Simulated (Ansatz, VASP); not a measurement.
# Cross-check of Se (ladder Se chain) between VASP and Ansatz

One calculation is typed for both programs; each brings its own data sets. How far apart do they land? The structure shown is the start of the Ansatz relaxation below; VASP solves that cell, so the two are compared at the walk's first step. Other levels of theory on this material are compared in a session of their own.

Method: plane waves, with VASP 6.6.1 beside it; RPBE and r2SCAN, in Ansatz 0.2.0.

In doubt: warnings of the run leave room for a lower electronic state, so energies may not be the lowest and differences between runs may mislead.

### 1. The structure

The cell holds 2 atoms: 2 Se. Its edges and angles: a = 9.000 Å, b = 7.500 Å, c = 2.348 Å, α = 90.0°, β = 90.0°, γ = 90.0°. Vacuum lies along a and b. The structure's axis is c.

### 2. Ansatz: relaxation, RPBE

Ansatz runs on its default PAW (the set named soft_2) files.

The two programs are compared at the cell with which this relaxation starts, whose forces are those of its first step.

input.yaml

```yaml
crystal:
  lattice:
    - [9.0, 0.0, 0.0]
    - [0.0, 7.5, 0.0]
    - [0.0, 0.0, 2.3484]
  atoms:
    - { symbol: Se, position: [0.388533333, 0.5, 0.0], spin: 0.3 }
    - { symbol: Se, position: [0.611466667, 0.5, 0.5], spin: 0.3 }
magnetization:
  spin_polarized: true
kpoints:
  mp_grid: { grid: [1, 1, 35] }
scf:
  occupations: { method: fermi_dirac, width: 0.05 }
hamiltonian:
  xc: rpbe
relax:
  cell: { fix: [a, b, alpha, beta, gamma] }
  max_steps: 60
```

Started as:

```
> ansatz run input.yaml --threads 4 --pin off --max-ram 8192MiB --backend cpu --events-out ev --progress --plain --runs-dir out
```

Numbers of over 12 decimals in the logs are rounded to 6 here.

What it wrote:

```text
Engine: ansatz 0.2.0, aarch64-unknown-linux-gnu
Pseudopotentials: kind: paw
Pseudopotential: Se, paw, valence charge 16, recommended cutoff 420 eV (normal), Se.paw.azcp
Functional definition: RPBE
  parameter kappa = 0.804
  parameter beta = 0.066725
  exchange = rpbe_x(kappa = kappa, mu = beta*pi^2/3)
  correlation = pbe_c(beta = beta)
Crystal: 2 atoms, lattice volume = 158.517 Å³
Basis set: ecut = 420 eV, 3069 PW (Γ), exchange–correlation on 128×108×32 points (8 copies of the dense FFT grid, shifted against one another)
Bands: 21, of which v1, the nominal top of the filled ones, is band 16 counted from 1 (15 counted from 0)
Symmetry: 8 space group operations
Space group: Pmma (ITA 51), of the structure as read, at distance tolerance 5.4e-5 Å
Magnetic group: BNS 51.289 (UNI 387), of the structure as read, at distance tolerance 5.4e-5 Å
k-points: 18 of 35
Non-local potential: Se, projectors of the file, l = 0: 2, l = 1: 2, l = 2: 3, l = 3: 1
PAW form: soft (Blöchl's): semilocal exchange-correlation on the pseudo side does not see the compensation charge
PAW frozen core: Se, regenerated for the run's functional, and the local potential with it (the file was generated under x = pbe(κ = 0.804, μ = 0.219515), c = pbe(β = 0.066725))
PAW one-centre angular grid: Se, 590 points (default); XC on 64 Gauss nodes
Initial density: superposition of atomic densities (neutral atoms: chi_scale 0, normalization atom)
Starting moments: Σ|m| = 0.6 μB on 2 of 2 sites
Initial wavefunctions: pseudopotential atomic-orbital guess
Functional: x = rpbe, c = pbe(β = 0.066725)
iter 1 solved again at ethr=1.08e-3 eV; its pass at ethr=3.10e-3 eV (dr2=3.47e-1 eV) is discarded
SCF iter   1: F=—  HF=-10947.324130 eV  |F-HF|=—  |Δ(HF+E_count)|=         —  Δρ=1.55e-2 (↑1.55e-2 ↓1.46e-2)  dr2=3.51e-1  dr2_m=2.58e-1  M=0.088 μB ∫|m|=0.093 μB  β_m=0.30  ethr=1.08e-3  ⟨swp⟩=1.0  Hψ=4777  notcnv=0
preconditioner: auto → LDOS  [metal: Δε(μ)=0.117 eV  Ē_g=10.834 eV  σ=0.050 eV  W_gap=0.49  n_scr=20 (ndim 8)  ℏωp=9.7 eV  f_vac=0.664  D(μ)=1.41/eV (n_scr^D=8)]
spin=Collinear: LDOS preconditioning applied to the charge; magnetization (m = ρ↑ − ρ↓) channel mixes plain (no charge-response kernel on spin).
SCF iter   2: F=—  HF=-10947.280401 eV  |F-HF|=—  |Δ(HF+E_count)|=   4.37e-2  Δρ=1.09e-2 (↑1.09e-2 ↓1.02e-2)  dr2=1.53e-1  dr2_m=1.27e-1  M=0.081 μB ∫|m|=0.085 μB  β_m=0.30  ethr=1.08e-3  ⟨swp⟩=2.0  Hψ=929  notcnv=0
SCF iter   3: F=—  HF=-10947.256155 eV  |F-HF|=—  |Δ(HF+E_count)|=   2.42e-2  Δρ=6.72e-3 (↑6.72e-3 ↓6.57e-3)  dr2=1.06e-2  dr2_m=6.23e-2  M=0.080 μB ∫|m|=0.083 μB  β_m=0.30  ethr=4.79e-4  ⟨swp⟩=2.9  Hψ=1171  notcnv=0  defer=1
SCF iter   4: F=—  HF=-10947.259545 eV  |F-HF|=—  |Δ(HF+E_count)|=   3.39e-3  Δρ=4.65e-3 (↑4.65e-3 ↓4.64e-3)  dr2=3.51e-3  dr2_m=3.08e-2  M=0.073 μB ∫|m|=0.076 μB  β_m=0.30  ethr=3.30e-5  ⟨swp⟩=2.2  Hψ=1373  notcnv=0  defer=16
SCF iter   5: F=—  HF=-10947.262013 eV  |F-HF|=—  |Δ(HF+E_count)|=   2.47e-3  Δρ=3.29e-3 (↑3.22e-3 ↓3.29e-3)  dr2=1.10e-3  dr2_m=1.52e-2  M=0.064 μB ∫|m|=0.067 μB  β_m=0.30  ethr=1.10e-5  ⟨swp⟩=2.0  Hψ=1049  notcnv=0  defer=16
SCF iter   6: F=—  HF=-10947.263263 eV  |F-HF|=—  |Δ(HF+E_count)|=   1.25e-3  Δρ=2.29e-3 (↑2.27e-3 ↓2.29e-3)  dr2=1.03e-4  dr2_m=7.53e-3  M=0.058 μB ∫|m|=0.061 μB  β_m=0.30  ethr=3.44e-6  ⟨swp⟩=2.1  Hψ=1170  notcnv=0  defer=16
SCF iter   7: F=—  HF=-10947.263824 eV  |F-HF|=—  |Δ(HF+E_count)|=   5.60e-4  Δρ=1.61e-3 (↑1.60e-3 ↓1.61e-3)  dr2=1.40e-5  dr2_m=3.74e-3  M=0.053 μB ∫|m|=0.056 μB  β_m=0.30  ethr=3.23e-7  ⟨swp⟩=2.0  Hψ=1267  notcnv=0  defer=16
Mixer restart at iter 7: flushing history
spin-set hold released at iteration 7 (site moments contracting): the magnetisation degrees of freedom join the quasi-Newton model from the next iteration; the mixer history was flushed
SCF iter   8: F=—  HF=-10947.264118 eV  |F-HF|=—  |Δ(HF+E_count)|=   2.95e-4  Δρ=1.14e-3 (↑1.13e-3 ↓1.14e-3)  dr2=7.80e-6  dr2_m=1.87e-3  M=0.048 μB ∫|m|=0.051 μB  β_m=0.65  ethr=4.36e-8  ⟨swp⟩=2.3  Hψ=995  notcnv=0  defer=16
[...]
Crystal: 2 atoms, lattice volume = 185.510 Å³
Basis set: ecut = 420 eV, 3671 PW (Γ), exchange–correlation on 128×108×40 points (8 copies of the dense FFT grid, shifted against one another)
[...]
preconditioner: auto → LDOS  [metal: Δε(μ)=0.060 eV  Ē_g=10.279 eV  σ=0.050 eV  W_gap=0.29  n_scr=20 (ndim 8)  ℏωp=9.4 eV  f_vac=0.666  D(μ)=3.06/eV (n_scr^D=16)]
spin=Collinear: LDOS preconditioning applied to the charge; magnetization (m = ρ↑ − ρ↓) channel mixes plain (no charge-response kernel on spin).
[...]
SCF iter  10: F=—  HF=-10948.963109 eV  |F-HF|=—  |Δ(HF+E_count)|=  4.02e-10  Δρ=1.21e-7 (↑1.21e-7 ↓1.18e-7)  dr2=9.71e-13  dr2_m=2.41e-11  M=-0.000 μB ∫|m|=0.000 μB  β_m=0.99  ethr=1.00e-12  ⟨swp⟩=6.0  Hψ=3112  notcnv=0
SCF iter  11: F=-10948.963109 eV  HF=-10948.963109 eV  |F-HF|=5.46e-12  |Δ(HF+E_count)|=  3.71e-10  Δρ=2.95e-8 (↑2.95e-8 ↓2.16e-8)  dr2=5.51e-13  dr2_m=1.03e-12  M=-0.000 μB ∫|m|=0.000 μB  ethr=1.00e-12  ⟨swp⟩=6.1  Hψ=3218  notcnv=0
the starting moments were not kept: the SCF closed with an absolute magnetisation of 3.3e-5 μB, where they sum to 0.6 μB in size (2 sites). That is at most 0.1 of that sum.
SCF 11 converged in 11 iterations: F = -10948.963109 eV  dr2 = 5.51e-13
relax step  11: F+E_penalty+E_count = -10948.96310855 eV  Δ(F+E_penalty+E_count) = -5.257e-5 eV  max|allowed force component| = 9.625e-4 eV/Å  Δτ_max = 0.0005 Å  P = +0.023 GPa  Ω = 185.510 Å³  energy of the carried Pulay correction = -2.970e-6 eV  fix = [a, b, alpha, beta, gamma]  reactions: a -0.086, b +0.153 GPa  (11 SCF iters, accepted)
iter 1 solved again at ethr=1.20e-7 eV; its pass at ethr=3.10e-3 eV (dr2=3.84e-5 eV) is discarded
SCF iter   1: F=—  HF=-10948.962765 eV  |F-HF|=—  |Δ(HF+E_count)|=         —  Δρ=3.31e-5 (↑3.31e-5 ↓3.31e-5)  dr2=2.39e-7  dr2_m=1.01e-12  M=-0.000 μB ∫|m|=0.000 μB  β_m=0.30  ethr=1.20e-7  ⟨swp⟩=3.6  Hψ=5468  notcnv=0
preconditioner: auto → LDOS  [metal: Δε(μ)=0.062 eV  Ē_g=10.292 eV  σ=0.050 eV  W_gap=0.29  n_scr=20 (ndim 8)  ℏωp=9.4 eV  f_vac=0.666  D(μ)=3.05/eV (n_scr^D=16)]
spin=Collinear: LDOS preconditioning applied to the charge; magnetization (m = ρ↑ − ρ↓) channel mixes plain (no charge-response kernel on spin).
SCF iter   2: F=—  HF=-10948.962954 eV  |F-HF|=—  |Δ(HF+E_count)|=   1.89e-4  Δρ=2.31e-5 (↑2.31e-5 ↓2.31e-5)  dr2=8.79e-8  dr2_m=1.09e-12  M=-0.000 μB ∫|m|=0.000 μB  β_m=0.54  ethr=7.48e-10  ⟨swp⟩=3.0  Hψ=1102  notcnv=0
SCF iter   3: F=—  HF=-10948.963081 eV  |F-HF|=—  |Δ(HF+E_count)|=   1.27e-4  Δρ=5.08e-6 (↑5.08e-6 ↓5.08e-6)  dr2=7.94e-9  dr2_m=1.25e-12  M=-0.000 μB ∫|m|=0.000 μB  β_m=0.69  ethr=2.75e-10  ⟨swp⟩=3.0  Hψ=1272  notcnv=0
SCF iter   4: F=—  HF=-10948.963114 eV  |F-HF|=—  |Δ(HF+E_count)|=   3.32e-5  Δρ=5.53e-7 (↑5.53e-7 ↓5.36e-7)  dr2=1.94e-9  dr2_m=1.47e-12  M=-0.000 μB ∫|m|=0.000 μB  β_m=0.72  ethr=2.48e-11  ⟨swp⟩=3.3  Hψ=1250  notcnv=0
SCF iter   5: F=—  HF=-10948.963111 eV  |F-HF|=—  |Δ(HF+E_count)|=   2.55e-6  Δρ=1.85e-7 (↑1.85e-7 ↓1.60e-7)  dr2=2.49e-10  dr2_m=1.70e-12  M=-0.000 μB ∫|m|=0.000 μB  β_m=0.79  ethr=6.07e-12  ⟨swp⟩=3.4  Hψ=1280  notcnv=0
SCF iter   6: F=—  HF=-10948.963111 eV  |F-HF|=—  |Δ(HF+E_count)|=   6.58e-9  Δρ=9.12e-8 (↑9.12e-8 ↓6.33e-8)  dr2=4.67e-11  dr2_m=1.92e-12  M=-0.000 μB ∫|m|=0.000 μB  β_m=0.90  ethr=1.00e-12  ⟨swp⟩=2.0  Hψ=984  notcnv=0
SCF iter   7: F=-10948.963111 eV  HF=-10948.963111 eV  |F-HF|=3.64e-11  |Δ(HF+E_count)|=   1.95e-9  Δρ=4.51e-8 (↑4.51e-8 ↓4.24e-8)  dr2=3.64e-12  dr2_m=2.45e-12  M=-0.000 μB ∫|m|=0.000 μB  ethr=1.00e-12  ⟨swp⟩=6.0  Hψ=3016  notcnv=0
the starting moments were not kept: the SCF closed with an absolute magnetisation of 5.1e-5 μB, where they sum to 0.6 μB in size (2 sites). That is at most 0.1 of that sum.
SCF 12 converged in 7 iterations: F = -10948.963111 eV  dr2 = 3.64e-12
relax step  12: F+E_penalty+E_count = -10948.96311139 eV  Δ(F+E_penalty+E_count) = -2.841e-6 eV  max|allowed force component| = 9.610e-4 eV/Å  Δτ_max = 0.0000 Å  P = +0.023 GPa  Ω = 185.510 Å³  fix = [a, b, alpha, beta, gamma]  reactions: a -0.086, b +0.153 GPa  stress off target by 1.96e-3 GPa on what of the cell is left free  SCF on the basis re-selected at this cell (its energy is not comparable with the rows above)  (7 SCF iters)
basis re-selected at this cell: Δ(F+E_penalty+E_count) = -2.841e-6 eV, ΔP = -0.000 GPa vs the last step (what re-selecting the basis moved, of the pressure what is left beyond the Pulay correction that the steps carried, after the strain that the cell walked since its last selection, with what the two solves' SCF thresholds leave and, on support functions, any second-order correction that the steps lacked; it is no m [...]
SCF converged after 7 iterations
Magnetization: -0.0000 μB (16.0000 up, 16.0000 down)
Absolute magnetization: 0.0000 μB (∫|ρ↑−ρ↓|, with the PAW one-centre terms)
Spin contamination: 0.0000 ħ² per cell (⟨S²⟩ above its minimum at these occupations)
Per-site moments (μB) at R_I (Å): [(-1.582638242874564e-5, 1.078137), (-1.582638242899704e-5, 1.078137)]
Free energy (F): -10948.963111 eV
Harris-Foulkes:  -10948.963111 eV  (|F-HF|=3.64e-11)
Internal energy: -10948.938745 eV  (E = F + TS)
E sigma→0 (E₀):  -10948.950928 eV
Entropy (-TS):   -0.024366 eV (-12.183 meV/atom)
Fermi energy:    -1.708563 eV
--- Per-component energies (eV) ---
  E_band       = -1085.252819
  E_kinetic    = 232.320531
  E_local      = -10300.768170  (includes V_loc(G=0)·N_el)
  E_nonlocal   = -1191.853318
  E_hartree    = 4964.693598
  E_xc         = -206.141578
  E_vxc        = -192.481288  (∫ρ·V_xc dr)
  E_paw        = -3835.345745  (= ΣΔE_a)
  E_vpaw       = 438.143463  (= ΣTr[D̂ρ^β])
  E_aug_tail   = -0.001180  (compensation charges beyond the density's cutoff)
  E_ewald      = -611.293684
  E_core_change = -0.549198  (= ΣΔE_core)
  E_smearing   = -0.024366  (= −TS)
  E_closure    = 0.000000  (closes the sum)
  Σ components = -10948.963111   (vs F -10948.963111, Δ=0.00e0)
--- Forces (eV/Å), atoms counted from 1 ---
  atom   1  Se    -0.00096100     0.00000000     0.00000000
  atom   2  Se     0.00096100    -0.00000000     0.00000000
  max |Σ_I F_I| component: 0.00e0 eV/Å
--- Stress (GPa, compression-positive) ---
       -0.085843       0.000000       0.000000
        0.000000       0.153175      -0.000000
        0.000000      -0.000000       0.001964
  P = ⅓ Tr σ = 0.0231 GPa (0.231 kbar)
--- Relaxed structure (10 steps of the walk, 9 accepted, 2 SCFs on fresh bases) ---
  F+E_penalty+E_count = -10948.96311139 eV   max|allowed force component| = 9.610e-4 eV/Å   (the final SCF, on the basis selected at the relaxed cell)
  cell:  # Å, volume = 185.5104 Å³
    - [9.0, 0, 0]
    - [0, 7.5, 0]
    - [0, 0, 2.748302]
  atoms:
    - { symbol: Se, position: [0.376485, 0.5, 0] }
    - { symbol: Se, position: [0.623515, 0.5, 0.500000] }
```

(Continued in part 2 of 2.)

[Lines on the potential files, build, host, timing and source positions are cut from VASP's logs without a mark.]

[Logs are printed without paths, hosts, clocks, repeated set-up lines and the standing remarks that a program may print on its own settings, such as how far it seeks lower states.]

[Hosts, paths, dates, database ids (printed as entryN), source tags and the programs' standing remarks are cut or masked in the printed files.]
